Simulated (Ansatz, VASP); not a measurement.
## Zr2Si5O14 (amorphous 29ZrO2-71SiO2 (mol %)) in two plane-wave programs

One calculation is typed for both programs; each brings its own data sets. How far apart do they land? The structure shown is the start of the Ansatz relaxation below; VASP solves that cell, so the two are compared at the walk's first step.

Main program and level: Ansatz 0.2.0; plane waves, with VASP 6.6.1 beside it; single point at PBE.

### 1. Starting point

The cell holds 84 atoms: 8 Zr, 20 Si and 56 O. Its edges and angles: a = 10.691 Å, b = 10.691 Å, c = 10.691 Å, α = 90.0°, β = 90.0°, γ = 90.0°. As first built, before any earlier steps moved the atoms (in the runner's words): 84 atoms (8 Zr, 20 Si, 56 O) placed at random at 2.97 g/cm^3, melted at 5000 K for 10 ps at fixed volume with the Morse and Coulomb pair potential with partial charges (Pedone, Malavasi, Menziani, Cormack and Segre, J. Phys. Chem. B 110, 11780 (2006)). Quenched from 5000 K to 300 K at 50 K/ps and fixed volume, held 5 ps, then minimised at fixed cell.

### 2. Ansatz: relaxation, PBE

Ansatz runs on its default PAW (the set named soft_2) files.

The two programs are compared at the cell with which this relaxation starts, whose forces are those of its first step.

The input, input.yaml:

```yaml
crystal:
  lattice:
    - [10.6906, 0.0, 0.0]
    - [0.0, 10.6906, 0.0]
    - [0.0, 0.0, 10.6906]
  atoms:
    - { symbol: Zr, position: [0.10934, 0.09905, 0.91808] }
    - { symbol: Zr, position: [0.13709, 0.38958, 0.3901] }
    - { symbol: Zr, position: [0.86261, 0.02622, 0.09562] }
    - { symbol: Zr, position: [0.06373, 0.63696, 0.22377] }
    - { symbol: Zr, position: [0.90739, 0.76434, 0.92169] }
    - { symbol: Zr, position: [0.78554, 0.52298, 0.76449] }
    - { symbol: Zr, position: [0.93495, 0.37383, 0.07409] }
    - { symbol: Zr, position: [0.32471, 0.70621, 0.98664] }
    - { symbol: Si, position: [0.40018, 0.15116, 0.75356] }
    - { symbol: Si, position: [0.43764, 0.08977, 0.47332] }
    - { symbol: Si, position: [0.32442, 0.95314, 0.1555] }
    - { symbol: Si, position: [0.44107, 0.35272, 0.33649] }
    - { symbol: Si, position: [0.10276, 0.55963, 0.79411] }
    - { symbol: Si, position: [0.76509, 0.23901, 0.62283] }
    - { symbol: Si, position: [0.15841, 0.66588, 0.53709] }
    - { symbol: Si, position: [0.16143, 0.06979, 0.36236] }
    - { symbol: Si, position: [0.45521, 0.67776, 0.56737] }
    - { symbol: Si, position: [0.65802, 0.06443, 0.84353] }
    - { symbol: Si, position: [0.50751, 0.4405, 0.94423] }
    - { symbol: Si, position: [0.52053, 0.402, 0.66342] }
    - { symbol: Si, position: [0.36088, 0.22958, 0.07842] }
    - { symbol: Si, position: [0.02582, 0.31006, 0.70068] }
    - { symbol: Si, position: [0.6644, 0.47656, 0.19399] }
    - { symbol: Si, position: [0.88222, 0.02963, 0.43588] }
    - { symbol: Si, position: [0.89496, 0.79137, 0.60328] }
    - { symbol: Si, position: [0.77742, 0.75563, 0.21739] }
    - { symbol: Si, position: [0.59677, 0.77904, 0.82241] }
    - { symbol: Si, position: [0.5331, 0.85071, 0.34236] }
    - { symbol: O, position: [0.19814, 0.98321, 0.24018] }
    - { symbol: O, position: [0.65197, 0.917, 0.80957] }
    - { symbol: O, position: [0.42235, 0.86745, 0.23546] }
    - { symbol: O, position: [0.99788, 0.94348, 0.97536] }
    - { symbol: O, position: [0.17797, 0.6577, 0.87204] }
    - { symbol: O, position: [0.72059, 0.68831, 0.85581] }
    - { symbol: O, position: [0.58997, 0.45158, 0.80272] }
    - { symbol: O, position: [0.96825, 0.18386, 0.04552] }
    - { symbol: O, position: [0.90889, 0.84253, 0.74318] }
    - { symbol: O, position: [0.03667, 0.03038, 0.43476] }
    - { symbol: O, position: [0.91439, 0.74486, 0.27838] }
    - { symbol: O, position: [0.66592, 0.83261, 0.279] }
    - { symbol: O, position: [0.14389, 0.56996, 0.65048] }
    - { symbol: O, position: [0.59159, 0.4774, 0.0609] }
    - { symbol: O, position: [0.38, 0.31064, 0.20376] }
    - { symbol: O, position: [0.39696, 0.53502, 0.93033] }
    - { symbol: O, position: [0.02004, 0.18088, 0.76652] }
    - { symbol: O, position: [0.42014, 0.30409, 0.71142] }
    - { symbol: O, position: [0.23539, 0.65988, 0.14969] }
    - { symbol: O, position: [0.04469, 0.44176, 0.22185] }
    - { symbol: O, position: [0.08241, 0.32599, 0.56499] }
    - { symbol: O, position: [0.26969, 0.10893, 0.8034] }
    - { symbol: O, position: [0.72635, 0.0767, 0.97354] }
    - { symbol: O, position: [0.7247, 0.15007, 0.73532] }
    - { symbol: O, position: [0.64345, 0.3331, 0.60468] }
    - { symbol: O, position: [0.83283, 0.41691, 0.91991] }
    - { symbol: O, position: [0.51453, 0.10919, 0.84085] }
    - { symbol: O, position: [0.44024, 0.09125, 0.62041] }
    - { symbol: O, position: [0.48224, 0.52775, 0.59558] }
    - { symbol: O, position: [0.04087, 0.7576, 0.55593] }
    - { symbol: O, position: [0.95951, 0.60736, 0.80499] }
    - { symbol: O, position: [0.4982, 0.76997, 0.93141] }
    - { symbol: O, position: [0.47351, 0.22462, 0.41317] }
    - { symbol: O, position: [0.81207, 0.65859, 0.61176] }
    - { symbol: O, position: [0.52145, 0.98043, 0.4181] }
    - { symbol: O, position: [0.39041, 0.08607, 0.12526] }
    - { symbol: O, position: [0.29216, 0.06465, 0.43679] }
    - { symbol: O, position: [0.08531, 0.40788, 0.80604] }
    - { symbol: O, position: [0.22296, 0.21654, 0.02571] }
    - { symbol: O, position: [0.86899, 0.35255, 0.67246] }
    - { symbol: O, position: [0.14014, 0.21095, 0.32358] }
    - { symbol: O, position: [0.96731, 0.62802, 0.05574] }
    - { symbol: O, position: [0.44895, 0.30572, 0.98003] }
    - { symbol: O, position: [0.8537, 0.03668, 0.28687] }
    - { symbol: O, position: [0.7223, 0.6155, 0.20907] }
    - { symbol: O, position: [0.27955, 0.89147, 0.02939] }
    - { symbol: O, position: [0.82352, 0.15453, 0.51297] }
    - { symbol: O, position: [0.80801, 0.83302, 0.08381] }
    - { symbol: O, position: [0.30353, 0.70642, 0.55005] }
    - { symbol: O, position: [0.8438, 0.90362, 0.51237] }
    - { symbol: O, position: [0.51072, 0.73785, 0.44121] }
    - { symbol: O, position: [0.12456, 0.58962, 0.40667] }
    - { symbol: O, position: [0.5226, 0.73783, 0.69273] }
    - { symbol: O, position: [0.56217, 0.43468, 0.29966] }
    - { symbol: O, position: [0.77948, 0.3824, 0.18671] }
    - { symbol: O, position: [0.32618, 0.41379, 0.40703] }
kpoints:
  mp_grid: { grid: [1, 1, 1] }
hamiltonian:
  xc: pbe
scf:
  occupations: { method: fermi_dirac, width: 0.025 }
output:
  forces: true
relax:
  f_tol: 0.04
  max_steps: 250
  cell: {}
```

Launch:

```
$ ansatz run input.yaml --threads 4 --pin off --max-ram 8192MiB --backend cpu --events-out ev --progress --plain --runs-dir out
```

Numbers of over 12 decimals in the logs are rounded to 6 here.

What it wrote:

```text
Engine: ansatz 0.2.0, x86_64-unknown-linux-gnu
Pseudopotentials: kind: paw
Pseudopotential: Zr, paw, valence charge 12, recommended cutoff 420 eV (normal), Zr.paw.azcp
Pseudopotential: Si, paw, valence charge 4, recommended cutoff 420 eV (normal), Si.paw.azcp
Pseudopotential: O, paw, valence charge 6, recommended cutoff 420 eV (normal), O.paw.azcp
Functional definition: PBE
  parameter kappa = 0.804
  parameter beta = 0.066725
  exchange = pbe_x(kappa = kappa, mu = beta*pi^2/3)
  correlation = pbe_c(beta = beta)
Crystal: 84 atoms, lattice volume = 1221.817 Å³
Basis set: ecut = 420 eV, 23847 PW (Γ), exchange–correlation on 144×144×144 points (8 copies of the dense FFT grid, shifted against one another)
Bands: 340, of which v1, the nominal top of the filled ones, is band 256 counted from 1 (255 counted from 0)
Symmetry: 1 space group operations
Space group: P1 (ITA 1), of the structure as read, at distance tolerance 1.1e-4 Å
k-points: 1
Non-local potential: Zr, projectors of the file, l = 0: 3, l = 1: 2, l = 2: 2, l = 3: 2
Non-local potential: Si, projectors of the file, l = 0: 2, l = 1: 2, l = 2: 2
Non-local potential: O, projectors of the file, l = 0: 2, l = 1: 2, l = 2: 1
PAW form: soft (Blöchl's): semilocal exchange-correlation on the pseudo side does not see the compensation charge
PAW one-centre angular grid: Zr, 590 points (default); XC on 64 Gauss nodes
PAW one-centre angular grid: Si, 110 points (default); XC on 64 Gauss nodes
PAW one-centre angular grid: O, 110 points (default); XC on 64 Gauss nodes
Initial density: superposition of atomic densities (neutral atoms: chi_scale 0, normalization atom), corrected by the library's trained network
Initial wavefunctions: pseudopotential atomic-orbital guess
Functional: x = pbe(κ = 0.804, μ = 0.219515), c = pbe(β = 0.066725)
SCF iter   1: F=—  HF=-78058.377817 eV  |F-HF|=—  |Δ(HF+E_count)|=         —  Δρ=3.15e-3  dr2=1.54e-1  ethr=1.77e-3  ⟨swp⟩=6.0  Hψ=1351  notcnv=0  defer=59
preconditioner: auto → Resta (q_TF=auto, 2.360 Å⁻¹)  ε∞=3.7  [insulator: Δε(μ)=3.156 eV  Ē_g=13.774 eV  σ=0.025 eV  W_gap=1.00  n_scr=256 (ndim 8)  ℏωp=22.5 eV  f_vac=0.183  D(μ)=0.00/eV (n_scr^D=0)  ε∞_Penn≈3.7]
SCF iter   2: F=—  HF=-78058.363486 eV  |F-HF|=—  |Δ(HF+E_count)|=   1.43e-2  Δρ=1.73e-3  dr2=3.72e-2  ethr=3.00e-5  ⟨swp⟩=2.0  Hψ=652  notcnv=0  defer=79
SCF iter   3: F=—  HF=-78058.363065 eV  |F-HF|=—  |Δ(HF+E_count)|=   4.21e-4  Δρ=8.65e-4  dr2=1.34e-2  ethr=7.26e-6  ⟨swp⟩=2.0  Hψ=438  notcnv=0  defer=79
SCF iter   4: F=—  HF=-78058.362420 eV  |F-HF|=—  |Δ(HF+E_count)|=   6.45e-4  Δρ=3.53e-4  dr2=1.91e-3  ethr=2.61e-6  ⟨swp⟩=2.0  Hψ=433  notcnv=0  defer=79
SCF iter   5: F=—  HF=-78058.362287 eV  |F-HF|=—  |Δ(HF+E_count)|=   1.33e-4  Δρ=1.84e-4  dr2=5.02e-4  ethr=3.74e-7  ⟨swp⟩=2.0  Hψ=433  notcnv=0  defer=79
SCF iter   6: F=—  HF=-78058.362271 eV  |F-HF|=—  |Δ(HF+E_count)|=   1.59e-5  Δρ=7.59e-5  dr2=8.90e-5  ethr=9.81e-8  ⟨swp⟩=2.0  Hψ=433  notcnv=0  defer=79
SCF iter   7: F=—  HF=-78058.363751 eV  |F-HF|=—  |Δ(HF+E_count)|=   1.48e-3  Δρ=4.36e-5  dr2=2.47e-5  ethr=1.74e-8  ⟨swp⟩=3.0  Hψ=571  notcnv=0  defer=79
SCF iter   8: F=—  HF=-78058.363752 eV  |F-HF|=—  |Δ(HF+E_count)|=   1.14e-6  Δρ=1.65e-5  dr2=3.94e-6  ethr=4.83e-9  ⟨swp⟩=2.0  Hψ=440  notcnv=0  defer=79
SCF iter   9: F=—  HF=-78058.363753 eV  |F-HF|=—  |Δ(HF+E_count)|=   1.26e-6  Δρ=1.01e-5  dr2=1.33e-6  ethr=7.69e-10  ⟨swp⟩=2.0  Hψ=433  notcnv=0  defer=79
SCF iter  10: F=—  HF=-78058.363754 eV  |F-HF|=—  |Δ(HF+E_count)|=   1.04e-7  Δρ=2.91e-6  dr2=1.24e-7  ethr=2.59e-10  ⟨swp⟩=2.0  Hψ=433  notcnv=0  defer=79
SCF iter  11: F=-78058.363754 eV  HF=-78058.363754 eV  |F-HF|=2.08e-8  |Δ(HF+E_count)|=   6.20e-8  Δρ=2.01e-6  dr2=4.70e-8  ethr=1.95e-11  ⟨swp⟩=4.0  Hψ=988  notcnv=0
SCF 1 converged in 11 iterations: F = -78058.363754 eV  dr2 = 4.70e-8
  greatest PAW one-centre occupation: 0.995 electrons in one spin orbital (limit 2), on the Zr atom at site 3 (counted from 0), in its partial waves of l = 0
relax step   1: F+E_penalty+E_count = -78058.36375359 eV  Δ(F+E_penalty+E_count) = +0.000e0 eV  max|allowed force component| = 3.047e0 eV/Å  Δτ_max = 0.0000 Å  P = -0.245 GPa  Ω = 1221.817 Å³  (11 SCF iters, dr2 threshold 1.00e-7 eV, accepted)
Crystal: 84 atoms, lattice volume = 1192.618 Å³
Basis set: ecut = 420 eV, 23321 PW (Γ), exchange–correlation on 144×144×144 points (8 copies of the dense FFT grid, shifted against one another)
Initial density: handed on by an earlier stage of this run
Initial wavefunctions: those handed on with the density
iter 1 solved again at ethr=3.44e-4 eV; its pass at ethr=3.10e-3 eV (dr2=1.76e0 eV) is discarded
SCF iter   1: F=—  HF=-78061.287781 eV  |F-HF|=—  |Δ(HF+E_count)|=         —  Δρ=1.20e-2  dr2=1.77e0  ethr=3.44e-4  ⟨swp⟩=5.0  Hψ=1547  notcnv=0
[...]
atom  62  O     -0.01137094    -0.01604069     0.00413367
  atom  63  O     -0.00293681     0.00123549    -0.00046572
  atom  64  O      0.00117879     0.00414617     0.00291058
  atom  65  O     -0.00128661     0.00126127    -0.00394494
  atom  66  O      0.00639011     0.00733244    -0.00387355
  atom  67  O     -0.00650169     0.00565316    -0.00254768
  atom  68  O     -0.00214564     0.00203958     0.00258140
  atom  69  O     -0.00215772    -0.00191993     0.00540438
  atom  70  O      0.00105896    -0.00001333    -0.00289680
  atom  71  O      0.00405858    -0.00132037     0.00019320
  atom  72  O     -0.00768844     0.00537200    -0.00175906
  atom  73  O     -0.00409625    -0.00952115    -0.00202721
  atom  74  O     -0.00376952    -0.00125385     0.00351734
  atom  75  O      0.00803302    -0.00912348    -0.01462906
  atom  76  O     -0.00480771    -0.00370224    -0.00168789
  atom  77  O      0.00257247    -0.00456908     0.00200523
  atom  78  O      0.00334719    -0.00002182     0.00345108
  atom  79  O     -0.00285210     0.01004970    -0.00554953
  atom  80  O      0.00393440    -0.00813365     0.01108476
  atom  81  O      0.00264693     0.00344819     0.00608766
  atom  82  O      0.00008763    -0.00457008    -0.00292280
  atom  83  O      0.01424289    -0.00500685    -0.00861532
  atom  84  O      0.00746232     0.00159770     0.00415521
  max |Σ_I F_I| component: 3.96e-5 eV/Å
--- Stress (GPa, compression-positive) ---
       -0.003490      -0.003717      -0.010398
       -0.003718      -0.017434       0.005961
       -0.010398       0.005962       0.004541
  P = ⅓ Tr σ = -0.0055 GPa (-0.055 kbar)
--- Relaxed structure (13 steps of the walk, 12 accepted, 2 SCFs on fresh bases) ---
  F+E_penalty+E_count = -78062.86618766 eV   max|allowed force component| = 2.980e-2 eV/Å   (the final SCF, on the basis selected at the relaxed cell)
  cell:  # Å, volume = 1168.6228 Å³
    - [10.596535, 0.00633128, 0.00456799]
    - [0.00633128, 10.413607, 0.274095]
    - [0.00456799, 0.274095, 10.597545]
  atoms:
    - { symbol: Zr, position: [0.136513, 0.080288, 0.922435] }
    - { symbol: Zr, position: [0.146765, 0.386926, 0.401842] }
    - { symbol: Zr, position: [0.866722, 0.034333, 0.095565] }
    - { symbol: Zr, position: [0.055761, 0.636458, 0.217367] }
    - { symbol: Zr, position: [0.910397, 0.765216, 0.919768] }
    - { symbol: Zr, position: [0.779922, 0.525365, 0.755668] }
    - { symbol: Zr, position: [0.925995, 0.386007, 0.066864] }
    - { symbol: Zr, position: [0.309357, 0.712188, 0.983041] }
    - { symbol: Si, position: [0.410468, 0.133511, 0.743741] }
    - { symbol: Si, position: [0.432734, 0.076451, 0.472092] }
    - { symbol: Si, position: [0.319624, 0.956627, 0.158491] }
    - { symbol: Si, position: [0.435591, 0.349407, 0.329722] }
    - { symbol: Si, position: [0.098556, 0.562716, 0.790776] }
    - { symbol: Si, position: [0.774759, 0.244916, 0.626799] }
    - { symbol: Si, position: [0.160139, 0.676016, 0.535825] }
    - { symbol: Si, position: [0.164407, 0.070989, 0.366821] }
    - { symbol: Si, position: [0.452861, 0.681123, 0.565845] }
    - { symbol: Si, position: [0.659878, 0.060346, 0.849741] }
    - { symbol: Si, position: [0.492241, 0.445155, 0.953033] }
    - { symbol: Si, position: [0.520355, 0.401131, 0.674310] }
    - { symbol: Si, position: [0.363188, 0.227536, 0.082943] }
    - { symbol: Si, position: [0.038469, 0.305247, 0.713477] }
    - { symbol: Si, position: [0.663102, 0.470852, 0.190850] }
    - { symbol: Si, position: [0.879329, 0.040824, 0.432783] }
    - { symbol: Si, position: [0.900528, 0.795977, 0.604474] }
    - { symbol: Si, position: [0.775573, 0.754040, 0.208147] }
    - { symbol: Si, position: [0.591967, 0.776679, 0.819506] }
    - { symbol: Si, position: [0.527541, 0.842806, 0.331075] }
    - { symbol: O, position: [0.191837, 0.980321, 0.245643] }
    - { symbol: O, position: [0.666041, 0.913348, 0.807367] }
    - { symbol: O, position: [0.413583, 0.845763, 0.224493] }
    - { symbol: O, position: [0.999428, 0.937693, 0.983627] }
    - { symbol: O, position: [0.162234, 0.676427, 0.869826] }
    - { symbol: O, position: [0.714807, 0.678777, 0.853059] }
    - { symbol: O, position: [0.570761, 0.454231, 0.812074] }
    - { symbol: O, position: [0.968634, 0.192604, 0.052959] }
    - { symbol: O, position: [0.915123, 0.849118, 0.747494] }
    - { symbol: O, position: [0.033846, 0.038844, 0.441413] }
    - { symbol: O, position: [0.916882, 0.759702, 0.268654] }
    - { symbol: O, position: [0.665579, 0.841279, 0.267271] }
    - { symbol: O, position: [0.154617, 0.564695, 0.649322] }
    - { symbol: O, position: [0.588196, 0.494269, 0.057861] }
    - { symbol: O, position: [0.369146, 0.328372, 0.194224] }
    - { symbol: O, position: [0.367893, 0.532733, 0.944322] }
    - { symbol: O, position: [0.031540, 0.166379, 0.785474] }
    - { symbol: O, position: [0.417120, 0.289811, 0.698948] }
    - { symbol: O, position: [0.221993, 0.676520, 0.144711] }
    - { symbol: O, position: [0.039083, 0.443069, 0.238578] }
    - { symbol: O, position: [0.106677, 0.317862, 0.576913] }
    - { symbol: O, position: [0.273660, 0.086077, 0.790223] }
    - { symbol: O, position: [0.723643, 0.080597, 0.985831] }
    - { symbol: O, position: [0.734624, 0.147550, 0.741082] }
[...]
- { symbol: O, position: [0.305324, 0.729697, 0.548451] }
    - { symbol: O, position: [0.833773, 0.910289, 0.512469] }
    - { symbol: O, position: [0.517337, 0.717522, 0.429478] }
    - { symbol: O, position: [0.129323, 0.600418, 0.407145] }
    - { symbol: O, position: [0.525644, 0.745316, 0.682880] }
    - { symbol: O, position: [0.567060, 0.428071, 0.305549] }
    - { symbol: O, position: [0.777188, 0.367749, 0.176446] }
    - { symbol: O, position: [0.328341, 0.424642, 0.405941] }
```

Reading the cycles: dr2 is the Hartree energy of the density residual (eV), the measure of convergence; HF is the Harris–Foulkes estimate of the energy, which meets the free energy F at convergence.

(Part 1 of 2 ends here.)

[Lines on the potential files, build, host, timing and source positions are cut from VASP's logs without a mark.]

[Logs are printed without paths, hosts, clocks, repeated set-up lines and the standing remarks that a program may print on its own settings, such as how far it seeks lower states.]

[Hosts, paths, dates, database ids (printed as entryN), source tags and the programs' standing remarks are cut or masked in the printed files.]
